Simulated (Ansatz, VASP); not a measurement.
# Si7H4C7 in two plane-wave programs, part 2 of 2

One calculation is typed for both programs; each brings its own data sets. How far apart do they land? The cell is taken from a series of runs on this material, whose earlier steps may have relaxed, scaled, displaced or heated it; both programs get it as it stands.

VASP 6.6.1 and Ansatz 0.2.0.

So far: Starting point; Ansatz: single point, HSE06.

**3. VASP: single point, HSE06**

Level of this step: HSE06; plane waves and PAW (Si, C, H) (VASP).

The same cell, functional and mesh now go to VASP, with its own data sets.

Lines of VASP's logs that name or quote its potential files are left out, and so is its time.

The run reads the wave functions of an earlier VASP run, which isn't shown here.

INCAR

```
SYSTEM = Si7H4C7
PREC = Accurate
ENCUT = 520
EDIFF = 1E-06
NELM = 100
ISMEAR = 0
SIGMA = 0.01
LREAL = .FALSE.
ALGO = Normal
LHFCALC = .TRUE.
AEXX = 0.25
GGA = PE
HFSCREEN = 0.208
LASPH = .TRUE.
NBANDS = 48
PRECFOCK = Fast
LORBIT = 11
LWAVE = .FALSE.
LCHARG = .FALSE.
ISIF = 2
LDIPOL = .TRUE.
IDIPOL = 3
DIPOL = 0.5 0.5 0.5
LVHAR = .TRUE.
```

POSCAR

```
Si7H4C7
1.0
    3.0829855660      0.0000000000      0.0000000000
    0.0000000000      4.3600000000      0.0000000000
    0.0000000000      0.0000000000     46.4000000000
Si C H
7 7 4
Direct
    0.0000000000      0.0035293473      0.4016300998
    0.5000000000      0.5020088762      0.4342194752
    0.0000000000      0.0013124011      0.4670860702
    0.5000000000      0.5009495500      0.5000000000
    0.0000000000      0.0013124011      0.5329139298
    0.5000000000      0.5020088762      0.5657805248
    0.0000000000      0.0035293473      0.5983699002
    0.0000000000      0.7496128817      0.4341628945
    0.5000000000      0.2437109954      0.4020203455
    0.0000000000      0.7500133688      0.5000000000
    0.5000000000      0.2501481769      0.4670861775
    0.0000000000      0.7496128817      0.5658371055
    0.5000000000      0.2501481769      0.5329138225
    0.5000000000      0.2437109954      0.5979796545
    0.0000000000      0.8082148057      0.3748208062
    0.5000000000      0.3880131414      0.3823606718
    0.0000000000      0.8082148057      0.6251791938
    0.5000000000      0.3880131414      0.6176393282
```

KPOINTS

```
Automatic mesh
0
Gamma
6 4 1
0 0 0
```

The projector-augmented-wave data sets are Si, C and H (PBE family, release 64).

Launch:

```bash
$ export OMP_NUM_THREADS=3
$ mpirun -np 1 vasp_std
```

Numbers of over 12 decimals in the logs are rounded to 6 here.

What it wrote:

```text
[banner, memory and clock lines left out]
running    1 mpi-ranks, on    1 nodes
 distrk:  each k-point on    1 cores,    1 groups
 distr:  one band on    1 cores,    1 groups
 Offloading initialized ...    1 GPUs detected
 POSCAR found type information on POSCAR SiC H
 POSCAR found :  3 types and      18 ions
|                                                                             |
|               ----> ADVICE to this user running VASP <----                  |
|                                                                             |
|     You have a (more or less) 'large supercell' and for larger cells it     |
|     might be more efficient to use real-space projection operators.         |
|     Therefore, try LREAL= Auto in the INCAR file.                           |
|     Mind: For very accurate calculation, you might also keep the            |
|     reciprocal projection scheme (i.e. LREAL=.FALSE.).                      |
|                                                                             |

 LDA part: xc-table for (Slater+PW92), standard interpolation
 found WAVECAR, reading the header
 POSCAR, INCAR and KPOINTS ok, starting setup
 FFT: planning ... GRIDC
 FFT: planning ... GRID_SOFT
 FFT: planning ... GRID
 reading WAVECAR
 the WAVECAR file was read successfully
 initial charge from wavefunction
 entering main loop
       N       E                     dE             d eps       ncg     rms          rms(c)
DAV:   1    -0.137713011785E+03   -0.13771E+03   -0.21162E+00  1384   0.616E+00    0.699E+00
DAV:   2    -0.137728814476E+03   -0.15803E-01   -0.70822E-02  1512   0.101E+00    0.512E+00
DAV:   3    -0.137725281675E+03    0.35328E-02   -0.28722E-03  1560   0.220E-01    0.307E+00
DAV:   4    -0.137724003450E+03    0.12782E-02   -0.68821E-04  1480   0.977E-02    0.178E+00
DAV:   5    -0.137723598257E+03    0.40519E-03   -0.20947E-04  1464   0.536E-02    0.102E+00
DAV:   6    -0.137723461666E+03    0.13659E-03   -0.48996E-05  1480   0.285E-02    0.582E-01
DAV:   7    -0.137723412042E+03    0.49624E-04   -0.14628E-05  1512   0.171E-02    0.332E-01
DAV:   8    -0.137723393710E+03    0.18332E-04   -0.48776E-06  1456   0.105E-02    0.191E-01
DAV:   9    -0.137723386533E+03    0.71774E-05   -0.17045E-06  1128   0.671E-03    0.110E-01
DAV:  10    -0.137723383707E+03    0.28257E-05   -0.97099E-07  1120   0.522E-03    0.634E-02
DAV:  11    -0.137723382869E+03    0.83841E-06   -0.47772E-07  1104   0.373E-03
   1 F= -.13772338E+03 E0= -.13772338E+03  d E =-.506091E-23
```

OUTCAR, selected parts (step 3):

```text
ion  position               nearest neighbor table
   1  0.000  0.004  0.402-  15 1.51   9 1.86   9 1.86   8 1.87   3 3.04   2 3.06   2 3.06   2 3.07
                             2 3.07
   2  0.500  0.502  0.434-   9 1.87  11 1.88   8 1.88   8 1.88   4 3.05   1 3.06   1 3.06   3 3.07
                             3 3.07   1 3.07   1 3.07   3 3.08   3 3.08
   3  0.000  0.001  0.467-  10 1.88   8 1.88  11 1.89  11 1.89   1 3.04   5 3.05   2 3.07   2 3.07
                             4 3.07   4 3.07   2 3.08   2 3.08   4 3.08   4 3.08
   4  0.500  0.501  0.500-  11 1.88  13 1.88  10 1.89  10 1.89   2 3.05   6 3.05   5 3.07   3 3.07
                             5 3.07   3 3.07   5 3.08   5 3.08   3 3.08   3 3.08
   5  0.000  0.001  0.533-  10 1.88  12 1.88  13 1.89  13 1.89   7 3.04   3 3.05   6 3.07   6 3.07
                             4 3.07   4 3.07   6 3.08   6 3.08   4 3.08   4 3.08
   6  0.500  0.502  0.566-  14 1.87  13 1.88  12 1.88  12 1.88   4 3.05   7 3.06   7 3.06   5 3.07
                             5 3.07   7 3.07   7 3.07   5 3.08   5 3.08
   7  0.000  0.004  0.598-  17 1.51  14 1.86  14 1.86  12 1.87   5 3.04   6 3.06   6 3.06   6 3.07
                             6 3.07
   8  0.000  0.750  0.434-   1 1.87   3 1.88   2 1.88   2 1.88
   9  0.500  0.244  0.402-  16 1.11   1 1.86   1 1.86   2 1.87
  10  0.000  0.750  0.500-   3 1.88   5 1.88   4 1.89   4 1.89
  11  0.500  0.250  0.467-   4 1.88   2 1.88   3 1.89   3 1.89
  12  0.000  0.750  0.566-   7 1.87   5 1.88   6 1.88   6 1.88
  13  0.500  0.250  0.533-   4 1.88   6 1.88   5 1.89   5 1.89
  14  0.500  0.244  0.598-  18 1.11   7 1.86   7 1.86   6 1.87
  15  0.000  0.808  0.375-   1 1.51
  16  0.500  0.388  0.382-   9 1.11
  17  0.000  0.808  0.625-   7 1.51
  18  0.500  0.388  0.618-  14 1.11

  LATTYP: Found a simple orthorhombic cell.
 ALAT       =     3.0829855660
 B/A-ratio  =     1.4142135624
 C/A-ratio  =    15.0503461682

 Subroutine GETGRP returns: Found  4 space group operations
 (whereof  4 operations were pure point group operations)

The static configuration has the point symmetry C_2v.

 Found     12 irreducible k-points:

   k-points           NKPTS =     12   k-points in BZ     NKDIM =     24   number of bands    NBANDS=     48

   dimension x,y,z NGX =    24 NGY =   32 NGZ =  350
   dimension x,y,z NGXF=    48 NGYF=   64 NGZF=  700

   ENCUT  =  520.0 eV  38.22 Ry    6.18 a.u.   5.73  8.11 86.27*2*pi/ulx,y,z

   NELECT =      60.0000    total number of electrons

 k-points in reciprocal lattice and weights: Automatic mesh
   0.00000000  0.00000000  0.00000000       0.042
   0.16666667  0.00000000  0.00000000       0.083
   0.33333333  0.00000000  0.00000000       0.083
   0.50000000  0.00000000  0.00000000       0.042
   0.00000000  0.25000000  0.00000000       0.083
   0.16666667  0.25000000  0.00000000       0.167
   0.33333333  0.25000000  0.00000000       0.167
   0.50000000  0.25000000  0.00000000       0.083
   0.00000000  0.50000000  0.00000000       0.042
   0.16666667  0.50000000  0.00000000       0.083
   0.33333333  0.50000000  0.00000000       0.083
   0.50000000  0.50000000  0.00000000       0.042

  exchange ACFDT corr.  =         0.00000000  see jH, gK, PRB 81, 115126

 dipolmoment           0.000000      0.000000      0.000000 electrons x Angstroem

 average (electrostatic) potential at core
       1 -86.4949       2 -86.6579       3 -86.7304       4 -86.7161       5 -86.7304
       6 -86.6579       7 -86.4949       8 -50.9575       9 -51.0100      10 -50.9615
      11 -50.9449      12 -50.9575      13 -50.9449      14 -51.0100      15 -33.2049
      16 -35.0063      17 -33.2049      18 -35.0063

 E-fermi :  -2.5444

 k-point     1 :       0.0000    0.0000    0.0000
  band No.  band energies     occupation
    ...
     26      -3.1742      2.00000
     27      -2.9654      2.00000
     28      -2.9536      2.00000
     29      -2.7699      2.00000
     30      -2.6117      2.00000
     31       0.2404      0.00000
     32       1.3671      0.00000
     33       2.2385      0.00000
     34       2.4885      0.00000
     35       2.8160      0.00000
    ...

 k-point     2 :       0.1667    0.0000    0.0000
  band No.  band energies     occupation
    ...
     26      -4.3400      2.00000
     27      -4.0297      2.00000
     28      -3.9651      2.00000
     29      -3.5294      2.00000
     30      -3.0326      2.00000
     31       1.4756      0.00000
     32       2.4673      0.00000
     33       2.9816      0.00000
     34       3.3228      0.00000
     35       3.3835      0.00000
    ...

 k-point     3 :       0.3333    0.0000    0.0000
  band No.  band energies     occupation
    ...
     26      -5.3459      2.00000
     27      -5.2215      2.00000
     28      -5.1384      2.00000
     29      -4.5417      2.00000
     30      -3.4059      2.00000
     31       1.1002      0.00000
     32       1.2052      0.00000
     33       2.3089      0.00000
     34       2.5193      0.00000
     35       2.8888      0.00000
    ...

  Total        0.3007749      0.7579264      1.2695307      0.0000000      0.0000000      0.0000000
  in kB        0.7726382      1.9469807      3.2612030      0.0000000      0.0000000      0.0000000
  external PRESSURE =       1.9936073 kB  Pullay stress =       0.0000000 kB

  energy-cutoff  :      520.00
  volume of cell :      623.70
      direct lattice vectors                 reciprocal lattice vectors
     3.082985566  0.000000000  0.000000000     0.324360909  0.000000000  0.000000000
     0.000000000  4.360000000  0.000000000     0.000000000  0.229357798  0.000000000
     0.000000000  0.000000000 46.400000000     0.000000000  0.000000000  0.021551724

 POSITION                                       TOTAL-FORCE (eV/Angst)
 -----------------------------------------------------------------------------------
      0.00000      0.01539     18.63564         0.000000     -0.156973     -0.314096
      1.54149      2.18876     20.14778         0.000000     -0.005218     -0.000246
      0.00000      0.00572     21.67279         0.000000     -0.005195      0.008649
      1.54149      2.18414     23.20000         0.000000     -0.019535      0.000000
      0.00000      0.00572     24.72721         0.000000     -0.005195     -0.008649
      1.54149      2.18876     26.25222         0.000000     -0.005218      0.000246
      0.00000      0.01539     27.76436         0.000000     -0.156973      0.314096
      0.00000      3.26831     20.14516         0.000000     -0.007895     -0.016802
      1.54149      1.06258     18.65374        -0.000000      0.202352     -0.340965
      0.00000      3.27006     23.20000         0.000000      0.010378      0.000000
      1.54149      1.09065     21.67280         0.000000      0.008393      0.007475
      0.00000      3.26831     26.25484         0.000000     -0.007895      0.016802
      1.54149      1.09065     24.72720         0.000000      0.008393     -0.007475
      1.54149      1.06258     27.74626        -0.000000      0.202352      0.340965
      0.00000      3.52382     17.39169         0.000000      0.185993      0.172247
      1.54149      1.69174     17.74154        -0.000000     -0.216878      0.246809
      0.00000      3.52382     29.00831         0.000000      0.185993     -0.172247
      1.54149      1.69174     28.65846        -0.000000     -0.216878     -0.246809
 -----------------------------------------------------------------------------------
    total drift:                               -0.000000      0.000158      0.000005

  FREE ENERGIE OF THE ION-ELECTRON SYSTEM (eV)
  ---------------------------------------------------
  free  energy   TOTEN  =      -137.7233828686 eV

  energy  without entropy=     -137.7233828686  energy(sigma->0) =     -137.72338287

 vacuum level on the upper side and lower side of the slab         3.166         3.166

 total charge
# of ion       s       p       d       tot
------------------------------------------
    1        0.728   1.017   0.000   1.745
    2        0.720   0.999   0.000   1.719
    3        0.718   0.991   0.000   1.710
    4        0.719   0.993   0.000   1.711
    5        0.718   0.991   0.000   1.710
    6        0.720   0.999   0.000   1.719
    7        0.728   1.017   0.000   1.745
    8        0.839   1.722   0.000   2.562
    9        0.842   1.753   0.000   2.595
   10        0.840   1.718   0.000   2.558
   11        0.840   1.720   0.000   2.559
   12        0.839   1.722   0.000   2.562
   13        0.840   1.720   0.000   2.559
   14        0.842   1.753   0.000   2.595
   15        0.583   0.013   0.000   0.595
   16        0.612   0.047   0.000   0.659
   17        0.583   0.013   0.000   0.595
   18        0.612   0.047   0.000   0.659
--------------------------------------------------
tot         13.322  19.235   0.000  32.558

[... 3 further parts left out ...]
```

The gap is read on the k-mesh alone, so it is an upper bound where the band edges lie off the mesh. The PAW data sets were made with PBE, which is usual practice but a small mismatch for other functionals.

**4. Comparison**

Known differences besides the potentials themselves: exact exchange at q = 0 is treated differently, which shows on coarse meshes; VASP keeps PBE cores, Ansatz makes them for the functional; fixed occupations in Ansatz, narrow Gaussian smearing in VASP; Ansatz cuts the interaction across the vacuum, VASP repeats the sheet with a dipole correction; the cutoff is 420 eV in Ansatz and 520 eV in VASP; VASP takes a coarser grid for exact exchange (PRECFOCK = Fast). Total energies have different zeros and are not compared.

Compared:

```
              quantity  Ansatz   VASP  difference
gap on the k mesh (eV)   2.742  2.745      -0.003
```

A gap on the mesh is an upper bound, since the band edges may lie between its points. With vacuum in the cell, a pressure given here is an average over mostly empty space and none of the material.

**5. Summary of results**

```json
{"difference in gap on the k mesh (single point, HSE06)": "-0.0033 eV"}
```

In words: The difference in gap on the k mesh is -0.0033 eV (single point, HSE06), within the 0.08 eV picked in this series as the mark of a large difference. Such differences can come from data sets, numerical settings and the points named under the comparisons, not from the functional's error against experiment.

[Lines on the potential files, build, host, timing and source positions are cut from VASP's logs without a mark.]

[Logs are printed without paths, hosts, clocks, repeated set-up lines and the standing remarks that a program may print on its own settings, such as how far it seeks lower states.]

[Hosts, paths, dates, database ids (printed as entryN), source tags and the programs' standing remarks are cut or masked in the printed files.]
